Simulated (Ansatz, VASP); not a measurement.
**Zn14Ga26O53 (partly crystallised 48Ga2O3-52ZnO (mol %)) in two plane-wave programs**

One calculation is typed for both programs; each brings its own data sets. How far apart do they land? Of the first pair: The cell is taken from a series of runs on this material, whose earlier steps may have relaxed, scaled, displaced or heated it; both programs get it as it stands.

Main program and level: Ansatz 0.2.0; plane waves, with VASP 6.6.1 beside it; single point at PBE.

## 1. Starting point

The cell holds 93 atoms: 26 Ga, 14 Zn and 53 O. Its edges and angles: a = 10.114 Å, b = 10.427 Å, c = 10.330 Å, α = 85.4°, β = 87.4°, γ = 88.3°. As first built, before any earlier steps moved the atoms (in the runner's words): 93 atoms (26 Fe, 14 Zn, 53 O) placed at random at 4.69 g/cm^3, melted at 5000 K for 10 ps at fixed volume with the Morse and Coulomb pair potential with partial charges (Pedone, Malavasi, Menziani, Cormack and Segre, J. Phys. Chem. B 110, 11780 (2006)). Quenched from 5000 K to 300 K at 20 K/ps and fixed volume, held 10 ps at zero pressure, then minimised at fixed cell. Then Fe was replaced by Ga and the cell scaled by 1.005 (the potential has no terms for the new elements, so the cell is a start for a DFT relaxation).

## 2. Ansatz: single point, PBE, pair 1

Ansatz runs on its default PAW (the set named soft_2) files.

A single point gives forces, pressure and levels at one fixed geometry, so differences don't come from the geometry; what else differs is listed under the comparison.

Input file input.yaml:

```yaml
crystal:
  lattice:
    - [10.11019, 0.15125, 0.22625]
    - [0.15125, 10.41716, 0.41727]
    - [0.22625, 0.41727, 10.31901]
  atoms:
    - { symbol: Ga, position: [0.4713, 0.21967, 0.95055] }
    - { symbol: Ga, position: [0.45256, 0.41734, 0.70019] }
    - { symbol: Ga, position: [0.64252, 0.05556, 0.40036] }
    - { symbol: Ga, position: [0.87774, 0.77661, 0.5405] }
    - { symbol: Ga, position: [0.12754, 0.97416, 0.54539] }
    - { symbol: Ga, position: [0.40423, 0.86408, 0.42878] }
    - { symbol: Ga, position: [0.17742, 0.03717, 0.07057] }
    - { symbol: Ga, position: [0.09454, 0.20774, 0.32743] }
    - { symbol: Ga, position: [0.38548, 0.69617, 0.69927] }
    - { symbol: Ga, position: [0.46379, 0.98786, 0.15259] }
    - { symbol: Ga, position: [0.92015, 0.97818, 0.31104] }
    - { symbol: Ga, position: [0.58489, 0.3387, 0.44247] }
    - { symbol: Ga, position: [0.82357, 0.86504, 0.83285] }
    - { symbol: Ga, position: [0.00628, 0.29807, 0.04802] }
    - { symbol: Ga, position: [0.582, 0.1422, 0.68791] }
    - { symbol: Ga, position: [0.35417, 0.15193, 0.49313] }
    - { symbol: Ga, position: [0.71823, 0.56484, 0.6631] }
    - { symbol: Ga, position: [0.88895, 0.21775, 0.56154] }
    - { symbol: Ga, position: [0.10127, 0.7596, 0.75219] }
    - { symbol: Ga, position: [0.31057, 0.54939, 0.4368] }
    - { symbol: Ga, position: [0.32223, 0.98179, 0.75615] }
    - { symbol: Ga, position: [0.02973, 0.06631, 0.82786] }
    - { symbol: Ga, position: [0.76595, 0.70334, 0.14883] }
    - { symbol: Ga, position: [0.61559, 0.87268, 0.63541] }
    - { symbol: Ga, position: [0.68597, 0.37749, 0.12276] }
    - { symbol: Ga, position: [0.79485, 0.29884, 0.83623] }
    - { symbol: Zn, position: [0.77312, 0.04746, 0.09099] }
    - { symbol: Zn, position: [0.13912, 0.75665, 0.31296] }
    - { symbol: Zn, position: [0.87495, 0.46447, 0.32835] }
    - { symbol: Zn, position: [0.1072, 0.52716, 0.18122] }
[... 57 atom lines left out ...]
    - { symbol: O, position: [0.05895, 0.07684, 0.21574] }
    - { symbol: O, position: [0.00105, 0.93071, 0.70269] }
    - { symbol: O, position: [0.73589, 0.53689, 0.03647] }
    - { symbol: O, position: [0.60588, 0.46922, 0.56485] }
    - { symbol: O, position: [0.09227, 0.17151, 0.95966] }
    - { symbol: O, position: [0.70914, 0.19682, 0.53845] }
kpoints:
  mp_grid: { grid: [1, 1, 1] }
hamiltonian:
  xc: pbe
scf:
  occupations: { method: fixed }
output:
  forces: true
  stress: true
  populations: true
  dos:
    method: { smearing: { sigma: 0.08 } }
    de: 0.1
    projected: { site_lists: { Ga: [Ga], O: [O], Zn: [Zn] } }
  eigenvalues: true
  write_density: true
  write_potential: true
  volumetric_format: npy
  elf: true
```

Run with:

```bash
$ ansatz run input.yaml --threads 4 --pin off --max-ram 12288MiB --backend cpu --events-out ev --progress --plain --runs-dir out
```

Numbers of over 12 decimals in the logs are rounded to 6 here.

What it wrote:

```text
Engine: ansatz 0.2.0, x86_64-unknown-linux-gnu
Pseudopotentials: kind: paw
Pseudopotential: Ga, paw, valence charge 13, recommended cutoff 420 eV (normal), Ga.paw.azcp
Pseudopotential: Zn, paw, valence charge 12, recommended cutoff 420 eV (normal), Zn.paw.azcp
Pseudopotential: O, paw, valence charge 6, recommended cutoff 420 eV (normal), O.paw.azcp
Functional definition: PBE
  parameter kappa = 0.804
  parameter beta = 0.066725
  exchange = pbe_x(kappa = kappa, mu = beta*pi^2/3)
  correlation = pbe_c(beta = beta)
Crystal: 93 atoms, lattice volume = 1084.292 Å³
Basis set: ecut = 420 eV, 21227 PW (Γ), exchange–correlation on 144×144×144 points (8 copies of the dense FFT grid, shifted against one another)
Bands: 505, of which v1, the nominal top of the filled ones, is band 412 counted from 1 (411 counted from 0)
Symmetry: 1 space group operations
Space group: P1 (ITA 1), of the structure as read, at distance tolerance 1.0e-4 Å
k-points: 1
Non-local potential: Ga, projectors of the file, l = 0: 2, l = 1: 2, l = 2: 3, l = 3: 1
Non-local potential: Zn, projectors of the file, l = 0: 2, l = 1: 2, l = 2: 3, l = 3: 1
Non-local potential: O, projectors of the file, l = 0: 2, l = 1: 2, l = 2: 1
PAW form: soft (Blöchl's): semilocal exchange-correlation on the pseudo side does not see the compensation charge
PAW one-centre angular grid: Ga, 590 points (default); XC on 64 Gauss nodes
PAW one-centre angular grid: Zn, 590 points (default); XC on 64 Gauss nodes
PAW one-centre angular grid: O, 110 points (default); XC on 64 Gauss nodes
Initial density: superposition of atomic densities (neutral atoms: chi_scale 0, normalization atom), corrected by the library's trained network
Initial wavefunctions: pseudopotential atomic-orbital guess
Functional: x = pbe(κ = 0.804, μ = 0.219515), c = pbe(β = 0.066725)
SCF iter   1: F=—  HF=-174915.727952 eV  |F-HF|=—  |Δ(HF+E_count)|=         —  Δρ=2.35e-3  dr2=7.06e-2  ethr=1.77e-3  ⟨swp⟩=5.0  Hψ=1502  notcnv=0  defer=91
preconditioner: auto → Resta (q_TF=auto, 2.606 Å⁻¹)  ε∞=5.2  [insulator: Δε(μ)=1.383 eV  Ē_g=15.715 eV  n_scr=326 (ndim 8)  ℏωp=32.4 eV  f_vac=0.077  ε∞_Penn≈5.2]
SCF iter   2: F=—  HF=-174915.719783 eV  |F-HF|=—  |Δ(HF+E_count)|=   8.17e-3  Δρ=1.21e-3  dr2=1.52e-2  ethr=8.57e-6  ⟨swp⟩=2.0  Hψ=995  notcnv=0  defer=91
SCF iter   3: F=—  HF=-174915.720649 eV  |F-HF|=—  |Δ(HF+E_count)|=   8.66e-4  Δρ=5.24e-4  dr2=5.15e-3  ethr=1.85e-6  ⟨swp⟩=3.0  Hψ=651  notcnv=0  defer=91
SCF iter   4: F=—  HF=-174915.720500 eV  |F-HF|=—  |Δ(HF+E_count)|=   1.49e-4  Δρ=1.81e-4  dr2=3.86e-4  ethr=6.25e-7  ⟨swp⟩=3.0  Hψ=651  notcnv=0  defer=91
SCF iter   5: F=—  HF=-174915.720578 eV  |F-HF|=—  |Δ(HF+E_count)|=   7.80e-5  Δρ=1.07e-4  dr2=1.16e-4  ethr=4.68e-8  ⟨swp⟩=2.0  Hψ=796  notcnv=0  defer=86
SCF iter   6: F=—  HF=-174915.720592 eV  |F-HF|=—  |Δ(HF+E_count)|=   1.41e-5  Δρ=3.51e-5  dr2=1.63e-5  ethr=1.40e-8  ⟨swp⟩=2.0  Hψ=780  notcnv=0  defer=86
SCF iter   7: F=—  HF=-174915.722192 eV  |F-HF|=—  |Δ(HF+E_count)|=   1.60e-3  Δρ=2.11e-5  dr2=5.28e-6  ethr=1.98e-9  ⟨swp⟩=2.0  Hψ=889  notcnv=0  defer=86
SCF iter   8: F=—  HF=-174915.722195 eV  |F-HF|=—  |Δ(HF+E_count)|=   2.15e-6  Δρ=7.18e-6  dr2=9.04e-7  ethr=6.41e-10  ⟨swp⟩=2.0  Hψ=796  notcnv=0  defer=86
SCF iter   9: F=—  HF=-174915.722195 eV  |F-HF|=—  |Δ(HF+E_count)|=   7.56e-7  Δρ=5.74e-6  dr2=3.35e-7  ethr=1.10e-10  ⟨swp⟩=2.0  Hψ=826  notcnv=0  defer=86
SCF iter  10: F=-174915.722195 eV  HF=-174915.722195 eV  |F-HF|=5.24e-9  |Δ(HF+E_count)|=   8.47e-9  Δρ=2.37e-6  dr2=6.59e-8  ethr=1.21e-11  ⟨swp⟩=16.0  Hψ=4366  notcnv=0
SCF 1 converged in 10 iterations: F = -174915.722195 eV  dr2 = 6.59e-8
  greatest PAW one-centre occupation: 0.998 electrons in one spin orbital (limit 2), on the Ga atom at site 23 (counted from 0), in its partial waves of l = 2
SCF converged after 10 iterations
Free energy (F): -174915.722195 eV
Harris-Foulkes:  -174915.722195 eV  (|F-HF|=5.24e-9)
Internal energy: -174915.722195 eV  (E = F + TS)
E sigma→0 (E₀):  -174915.722195 eV
Fermi energy:    7.087327 eV
--- Per-component energies (eV) ---
  E_band       = -928.675338
  E_kinetic    = 14110.607783
  E_local      = -96417.612728  (includes V_loc(G=0)·N_el)
  E_nonlocal   = 22475.287207
  E_hartree    = 42352.432639
  E_xc         = -7553.914317
  E_vxc        = -7142.291907  (∫ρ·V_xc dr)
  E_paw        = -85984.985938  (= ΣΔE_a)
  E_vpaw       = -18659.630351  (= ΣTr[D̂ρ^β])
  E_aug_tail   = 0.121590  (compensation charges beyond the density's cutoff)
  E_ewald      = -63897.658431
  E_smearing   = -0.000000  (= −TS)
  E_closure    = -0.000000  (closes the sum)
  Σ components = -174915.722195   (vs F -174915.722195, Δ=0.00e0)
--- Forces (eV/Å), atoms counted from 1 ---
  atom   1  Ga     0.00414368     0.00000510    -0.00330458
  atom   2  Ga    -0.00090731    -0.00279044    -0.00005790
  atom   3  Ga    -0.00418293    -0.00239944    -0.00088019
  atom   4  Ga     0.00081285    -0.00061826    -0.00551004
[...]
atom  65  O     -0.00066653     0.00168433     0.00352847
  atom  66  O     -0.00396295    -0.00295512    -0.00064141
  atom  67  O      0.00311698    -0.00185002     0.00010137
  atom  68  O      0.00113567     0.00190172    -0.00011839
  atom  69  O      0.00021200    -0.00086162    -0.00211217
  atom  70  O      0.00286824     0.00139375     0.00022517
  atom  71  O      0.00125437    -0.00039072     0.00305901
  atom  72  O      0.00196423     0.01093190     0.00732927
  atom  73  O     -0.00080121     0.00410969     0.00248925
  atom  74  O     -0.00446967     0.00454776    -0.00029206
  atom  75  O      0.00166403     0.00229693     0.00020141
  atom  76  O      0.00070963    -0.00413467    -0.00165441
  atom  77  O     -0.00051384    -0.00037574     0.00030619
  atom  78  O      0.00213183     0.00134678     0.00135317
  atom  79  O      0.00245958     0.00199355     0.00210220
  atom  80  O      0.00116832     0.00325931    -0.00152898
  atom  81  O      0.00251759     0.00201310    -0.00419977
  atom  82  O     -0.00071306     0.00270913    -0.00034346
  atom  83  O      0.00072254    -0.00128256     0.00189936
  atom  84  O     -0.00666314    -0.00339350    -0.00191254
  atom  85  O     -0.00087543    -0.00001094    -0.00014977
  atom  86  O     -0.00133102    -0.00048316    -0.00149960
  atom  87  O     -0.00172702     0.00049236     0.00046456
  atom  88  O      0.00246929     0.00331707     0.00232374
  atom  89  O      0.00675638     0.00227996     0.00111027
  atom  90  O     -0.00076076     0.00248139     0.00187246
  atom  91  O     -0.00170429    -0.00578442    -0.00103450
  atom  92  O      0.00352779    -0.00307612     0.00101785
  atom  93  O      0.00139265     0.00095259     0.00226641
  max |Σ_I F_I| component: 1.12e-4 eV/Å
--- Stress (GPa, compression-positive) ---
       -0.002502       0.008490       0.007289
        0.008490       0.006921       0.016063
        0.007289       0.016063       0.015176
  P = ⅓ Tr σ = 0.0065 GPa (0.065 kbar)
--- Band table (eV) ---
  k-point 0: bands = [... 408 lower, 6.9186, 6.9673, 6.9831, 7.0873, 8.4619, 10.7500, 10.9652, 11.0638, ... 89 higher]
--- Löwdin populations: 93 sites ---
  site symbol       q [e]
     0     Ga     12.0104
     1     Ga     11.9917
     2     Ga     11.9900
     3     Ga     12.0351
     4     Ga     12.0206
     5     Ga     12.0256
     6     Ga     12.0479
     7     Ga     11.9873
     8     Ga     12.0454
     9     Ga     12.0579
    10     Ga     12.0611
    11     Ga     12.0646
    12     Ga     12.1092
    13     Ga     12.0419
    14     Ga     12.0126
    15     Ga     12.0035
    16     Ga     12.1127
    17     Ga     11.9494
    18     Ga     12.0504
    19     Ga     12.1105
    20     Ga     12.0407
    21     Ga     11.9849
    22     Ga     12.1572
    23     Ga     12.0415
[...]
85      O      6.6511
    86      O      6.7667
    87      O      6.6744
    88      O      6.6553
    89      O      6.8955
    90      O      6.7259
    91      O      6.6551
    92      O      6.6424
  spilling = 0.004809 (of n_electrons = 824.000000)
```

## 3. VASP: single point, PBE, pair 1

The same cell, functional and mesh now go to VASP, with its own data sets.

Lines of VASP's logs that name or quote its potential files are left out, and so is its time.

Input file INCAR:

```
SYSTEM = Zn14Ga26O53
PREC = Accurate
ENCUT = 600
EDIFF = 1E-06
NELM = 120
ISMEAR = 0
SIGMA = 0.01
LREAL = Auto
ALGO = Normal
GGA = PE
NBANDS = 480
LORBIT = 11
LWAVE = .FALSE.
LCHARG = .FALSE.
ISIF = 2
LASPH = .TRUE.
GGA_COMPAT = .FALSE.
EFERMI = MIDGAP
NCORE = 2
```

Input file POSCAR:

```
Zn14Ga26O53
1.0
   10.1101900000      0.1512500000      0.2262500000
    0.1512500000     10.4171600000      0.4172700000
    0.2262500000      0.4172700000     10.3190100000
Ga Zn O
26 14 53
Direct
    0.4713000000      0.2196700000      0.9505500000
    0.4525600000      0.4173400000      0.7001900000
    0.6425200000      0.0555600000      0.4003600000
    0.8777400000      0.7766100000      0.5405000000
    0.1275400000      0.9741600000      0.5453900000
    0.4042300000      0.8640800000      0.4287800000
    0.1774200000      0.0371700000      0.0705700000
    0.0945400000      0.2077400000      0.3274300000
    0.3854800000      0.6961700000      0.6992700000
    0.4637900000      0.9878600000      0.1525900000
    0.9201500000      0.9781800000      0.3110400000
    0.5848900000      0.3387000000      0.4424700000
    0.8235700000      0.8650400000      0.8328500000
    0.0062800000      0.2980700000      0.0480200000
    0.5820000000      0.1422000000      0.6879100000
    0.3541700000      0.1519300000      0.4931300000
    0.7182300000      0.5648400000      0.6631000000
    0.8889500000      0.2177500000      0.5615400000
    0.1012700000      0.7596000000      0.7521900000
    0.3105700000      0.5493900000      0.4368000000
    0.3222300000      0.9817900000      0.7561500000
    0.0297300000      0.0663100000      0.8278600000
    0.7659500000      0.7033400000      0.1488300000
    0.6155900000      0.8726800000      0.6354100000
    0.6859700000      0.3774900000      0.1227600000
    0.7948500000      0.2988400000      0.8362300000
    0.7731200000      0.0474600000      0.0909900000
    0.1391200000      0.7566500000      0.3129600000
    0.8749500000      0.4644700000      0.3283500000
    0.1072000000      0.5271600000      0.1812200000
[... 57 atom lines left out ...]
    0.0589500000      0.0768400000      0.2157400000
    0.0010500000      0.9307100000      0.7026900000
    0.7358900000      0.5368900000      0.0364700000
    0.6058800000      0.4692200000      0.5648500000
    0.0922700000      0.1715100000      0.9596600000
    0.7091400000      0.1968200000      0.5384500000
```

Input file KPOINTS:

```
Automatic mesh
0
Gamma
1 1 1
0 0 0
```

PAW data sets: Ga_d, Zn and O (PBE family, release 64).

Run with:

```bash
$ mpirun -np 8 vasp_gam
```

What it wrote:

```text
[banner, memory and clock lines left out]
running    8 mpi-ranks, on    1 nodes
[...]
LDA part: xc-table for (Slater+PW92), standard interpolation
 POSCAR, INCAR and KPOINTS ok, starting setup
[...]
entering main loop
       N       E                     dE             d eps       ncg     rms          rms(c)
DAV:   1     0.234186900080E+05    0.23419E+05   -0.33833E+05   960   0.370E+03
DAV:   2     0.574964767767E+04   -0.17669E+05   -0.16652E+05   960   0.111E+03
DAV:   3     0.384117881428E+03   -0.53655E+04   -0.50476E+04  1144   0.415E+02
DAV:   4    -0.486103552686E+03   -0.87022E+03   -0.84376E+03  1064   0.171E+02
[...]
DAV:  20    -0.502129865318E+03   -0.32948E-05   -0.41104E-05  1168   0.258E-02    0.807E-03
DAV:  21    -0.502129866101E+03   -0.78253E-06   -0.14455E-05  1160   0.190E-02    0.593E-03
DAV:  22    -0.502129865561E+03    0.53963E-06   -0.36008E-06   784   0.109E-02
   1 F= -.50212987E+03 E0= -.50212987E+03  d E =0.000000E+00
```

Parts of OUTCAR (step 3):

```text
  Total        3.5154947      3.2977808      3.5746447      0.1274835      0.1221115      0.3671196
  in kB        5.1945862      4.8728865      5.2819878      0.1883729      0.1804351      0.5424654
  external PRESSURE =       5.1164868 kB  Pullay stress =       0.0000000 kB

 POSITION                                       TOTAL-FORCE (eV/Angst)
 -----------------------------------------------------------------------------------
      5.01322      2.75626     10.00703        -0.008456     -0.009550      0.018826
[...]
6.56980      7.09054      9.86760        -0.039953      0.005802      0.018350
      2.84947      8.01591      0.38454        -0.004780      0.001674     -0.016063
      2.89959      5.52301      9.92039        -0.004360      0.000486      0.005367
      5.96944     10.09876      9.97159         0.003541     -0.006171      0.020251
      4.53386      7.01324      2.32431        -0.019052     -0.013472     -0.013216
      6.41676      6.83130      4.78749        -0.023265     -0.009137      0.027959
      0.37198      5.67769      5.81426         0.030900     -0.005112      0.004701
     10.10222      8.85678      1.10946        -0.007526     -0.024932     -0.020511
      4.13832      3.40584      2.71100        -0.023925      0.010034     -0.027299
      9.49266      6.32235      9.93246        -0.025753      0.002511      0.000708
      9.48535      6.59320      2.56758         0.014139      0.039436     -0.021450
      2.98999      6.12338      1.38117         0.016264     -0.021900      0.000288
[...]
-----------------------------------------------------------------------------------
    total drift:                               -0.019811      0.027636      0.007505

  FREE ENERGIE OF THE ION-ELECTRON SYSTEM (eV)
  ---------------------------------------------------
  free  energy   TOTEN  =      -502.1298655609 eV

  energy  without entropy=     -502.1298655609  energy(sigma->0) =     -502.12986556

[... 3 further parts left out ...]
[key lines of the parts left out:]
E-fermi :   3.2081
```

The run ends at a pressure of 0.51 GPa, with forces up to 0.10 eV/Å.

## 4. Side by side

Known differences besides the potentials themselves: fixed occupations in Ansatz, narrow Gaussian smearing in VASP; the cutoff is 420 eV in Ansatz and 600 eV in VASP (PREC = Accurate, projectors in real space). Total energies have different zeros and are not compared.

The two programs side by side:

```tsv
quantity	Ansatz	VASP	difference
pressure (GPa)	0.01	0.51	-0.51
gap on the k mesh (eV)	1.375	1.351	+0.023
```

Forces on 7 of the 93 atoms, those with the largest forces and the largest differences (eV/Å; atoms numbered as in POSCAR):

```tsv
atom	Ansatz x, y, z	VASP x, y, z
O45	-0.002, 0.003, 0.001	-0.036, -0.022, -0.045
O48	0.001, 0.006, 0.007	0.015, 0.055, 0.061
O52	-0.001, -0.001, -0.002	0.042, 0.017, -0.061
O60	-0.011, -0.008, -0.005	-0.021, -0.099, 0.002
O69	0.000, -0.001, -0.002	0.041, 0.016, 0.037
O78	0.002, 0.001, 0.001	-0.019, 0.044, -0.014
O86	-0.001, 0.000, -0.002	-0.033, 0.040, 0.025
```

The forces differ by 20 meV/Å r.m.s., where the r.m.s. force is 0.003 eV/Å in Ansatz and 0.020 eV/Å in VASP: the atoms lie near their places of rest in Ansatz, so a percentage would say little (all taken over all components). A gap on the mesh is an upper bound, since the band edges may lie between its points.

## 5. Ansatz: relaxation, PBE

The two programs are compared at the cell with which this relaxation starts, whose forces are those of its first step. The cell compared in this pair holds 975.86 Å³, against 1084.29 Å³ for the pair before.

The structure compared here is the start of the Ansatz relaxation; VASP solves that cell, so the two are compared at the walk's first step.

Changes to input.yaml since step 2:

```diff
@@ -2,5 +2,5 @@
   lattice:
-    - [10.11019, 0.15125, 0.22625]
-    - [0.15125, 10.41716, 0.41727]
-    - [0.22625, 0.41727, 10.31901]
+    - [9.76128, 0.14603, 0.21844]
+    - [0.14603, 10.05766, 0.40287]
+    - [0.21844, 0.40287, 9.96289]
   atoms:
@@ -51,12 +51,6 @@
   forces: true
+  eigenvalues: true
   stress: true
-  populations: true
-  dos:
-    method: { smearing: { sigma: 0.08 } }
-    de: 0.1
-    projected: { site_lists: { Ga: [Ga], O: [O], Zn: [Zn] } }
-  eigenvalues: true
-  write_density: true
-  write_potential: true
-  volumetric_format: npy
-  elf: true
+relax:
+  f_tol: 0.05
+  max_steps: 70
```

Run with:

```bash
$ ansatz run input.yaml --threads 4 --pin off --max-ram 12288MiB --backend cpu --events-out ev --progress --plain --runs-dir out
```

What it wrote:

```text
Warning: output.stress: scf.convergence.dr2_threshold = 1e-7 eV (the SCF's general default) is looser than the 9.3e-9 eV advised for a printed stress (1e-10 eV for each atom of the cell: 93). What an SCF threshold leaves in a stress goes as its square root, and in the free energy as the threshold itself, and one threshold admits the most on a small cell: [figures from the program's tests cut] Every solve of this run  [...]
[...]
Crystal: 93 atoms, lattice volume = 975.862 Å³
[...]
- { symbol: O, position: [0.289018, 0.577558, 0.103556] }
    - { symbol: O, position: [0.616953, 0.273011, 0.807112] }
    - { symbol: O, position: [0.468853, 0.824734, 0.782292] }
    - { symbol: O, position: [0.541439, 0.562391, 0.782801] }
    - { symbol: O, position: [0.756483, 0.739266, 0.708300] }
    - { symbol: O, position: [0.434185, 0.083826, 0.833480] }
    - { symbol: O, position: [0.027091, 0.665198, 0.636406] }
[...]
- { symbol: O, position: [0.752948, 0.538970, 0.036104] }
    - { symbol: O, position: [0.608822, 0.457286, 0.569451] }
    - { symbol: O, position: [0.121555, 0.166839, 0.950777] }
    - { symbol: O, position: [0.694187, 0.185496, 0.535978] }
```

[end of part 1 of 2]

[Lines on the potential files, build, host, timing and source positions are cut from VASP's logs without a mark.]

[Logs are printed without paths, hosts, clocks, repeated set-up lines and the standing remarks that a program may print on its own settings, such as how far it seeks lower states.]

[Hosts, paths, dates, database ids (printed as entryN), source tags and the programs' standing remarks are cut or masked in the printed files.]
